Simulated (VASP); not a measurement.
A run of VASP 6.6.1 is set up as follows.

File INCAR:

```
SYSTEM = CdSb2O4
PREC = Normal
ENCUT = 520
EDIFF = 1E-4
ISMEAR = 0
SIGMA = 0.15
LREAL = .False.
LASPH = .True.
NELM = 60
ALGO = Fast
ISIF = 3
LWAVE = .False.
LCHARG = .False.
GGA = PE
IBRION = 2
NSW = 24
EDIFFG = -0.08
KPAR = 4
```

File KPOINTS:

```
Automatic mesh
0
Gamma
  4 3 3
  0 0 0
```

Contents of POSCAR:

```
CdSb2O4
1.0
    4.1081110200      0.0000000000      0.0000000000
    0.6773447300      5.1947668700      0.0000000000
    0.3447290000      0.7643875300      5.8994820300
Cd Sb O
1 2 4
Direct
    0.0000000000      0.0000000000      0.0000000000
    0.0000000000      0.5000000000      0.5000000000
    0.5000000000      0.0000000000      0.5000000000
    0.3066683100      0.2509465800      0.7284708000
    0.8293142300      0.7782449700      0.7185496700
    0.6933316900      0.7490534200      0.2715292000
    0.1706857700      0.2217550300      0.2814503300
```

Potentials or basis: VASP PAW PBE potentials, release 64 (Cd, Sb, O).

Command:

```bash
$ cat potpaw_PBE.64/Cd/POTCAR potpaw_PBE.64/Sb/POTCAR potpaw_PBE.64/O/POTCAR > POTCAR
$ mpirun -np 4 vasp_std > vasp.out
```

Question: Predict the relaxed volume.

Answer: 16.66 Å³/atom.

Question: Predict the space group after relaxing (to 0.05 Å).

Answer: P-1 (No. 2).

Question: What does it give for the band gap on the k mesh?

Answer: 0.39 eV, indirect (least direct gap 0.91 eV).

Step by step:
```tsv
step	energy change (eV)	largest force (eV/Å)	pressure (GPa)	volume (Å³)
1	0.0000	1.3786	4.28	125.90
2	-0.6143	0.9382	-6.63	134.37
3	-0.6417	0.8104	-5.04	132.82
4	-1.1389	0.9769	-2.51	125.41
5	-1.1986	1.2115	-1.14	122.72
6	-1.5191	0.8021	3.44	117.52
7	-1.5247	0.8999	4.48	116.66
8	-1.7129	0.6089	0.61	119.21
9	-1.7169	0.5617	0.02	119.64
10	-1.7500	0.3795	-0.56	119.73
11	-1.7593	0.3883	-0.95	119.80
12	-1.7846	0.3524	-0.04	118.82
13	-1.7984	0.3231	0.97	117.75
14	-1.7999	0.3161	1.30	117.29
15	-1.8188	0.2146	0.75	117.58
16	-1.8301	0.1734	-0.17	118.01
17	-1.8384	0.1281	-0.30	117.92
18	-1.8434	0.1629	-0.46	117.76
19	-1.8478	0.1232	0.06	117.04
20	-1.8482	0.1128	0.59	116.53
21	-1.8508	0.0685	0.46	116.63
```

Caveat: spin-orbit coupling is left out, which moves the levels of the heavy elements; an odd mesh through Γ misses points on the zone boundary, where band edges often lie.
